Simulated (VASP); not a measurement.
An input for Ansatz (written as the equivalent of a VASP run, and not itself run):

Ansatz 0.2 input:
```yaml
crystal:
  lattice:
    - [1.8768779, -3.2508481, 0.0000000]
    - [1.8768779, 3.2508481, 0.0000000]
    - [0.0000000, 0.0000000, 11.9979877]
  atoms:
    - { symbol: La, position: [0.0000000, 0.0000000, 0.5000000] }
    - { symbol: La, position: [0.0000000, 0.0000000, 0.0000000] }
    - { symbol: La, position: [0.3333330, 0.6666670, 0.2500000] }
    - { symbol: La, position: [0.6666670, 0.3333330, 0.7500000] }
kpoints:
  mp_grid: { grid: [9, 9, 3] }
hamiltonian:
  xc: r2scan
  dispersion: rvv10
  pseudopotentials: { kind: paw }
scf:
  occupations: { method: methfessel_paxton, width: 0.1 }
  max_iter: 100
relax:
  max_steps: 60
  f_tol: 0.02
  cell: {}
output: { forces: true, stress: true, eigenvalues: true }
```

Translate this input to VASP (INCAR, KPOINTS, POSCAR, choice of POTCAR).

Several could match; the one computed here: 
File KPOINTS:
```
Automatic mesh
0
Gamma
9 9 3
0 0 0
```

POSCAR:
```
La
1.0
  1.8768779117  -3.2508481261   0.0000000000
  1.8768779117   3.2508481261   0.0000000000
  0.0000000000   0.0000000000  11.9979876695
La
4
Cart
  0.0000000000   0.0000000000   5.9989938348
  0.0000000000   0.0000000000   0.0000000000
  1.8768779117   1.0836182093   2.9994969174
  1.8768779117  -1.0836182093   8.9984907521
```

INCAR:
```
SYSTEM = La
PREC = Accurate
ENCUT = 520
EDIFF = 1E-6
NELM = 100
ALGO = Normal
LREAL = .FALSE.
LASPH = .TRUE.
ISMEAR = 1
SIGMA = 0.1
METAGGA = R2SCAN
LUSE_VDW = .TRUE.
BPARAM = 11.95
CPARAM = 0.0093
LMIXTAU = .TRUE.
LMAXMIX = 6
LWAVE = .FALSE.
LCHARG = .FALSE.
IBRION = 2
ISIF = 3
NSW = 60
EDIFFG = -0.02
```

POTCAR, in this order: La (PBE.64 set). Program: vasp_std.

What does not carry over: each code has its own PAW files, so the cut-off isn't converted (ENCUT is set for VASP's; basis.ecutwfc is left out, and Ansatz then takes the one that its files recommend); Ansatz stops its SCF on the density residual and VASP on the energy change (EDIFF).

The compound is La in the dhcp structure. This run relaxes it. Symmetry was kept, so distortions that lower it aren't found. The start is the result of an earlier pass.
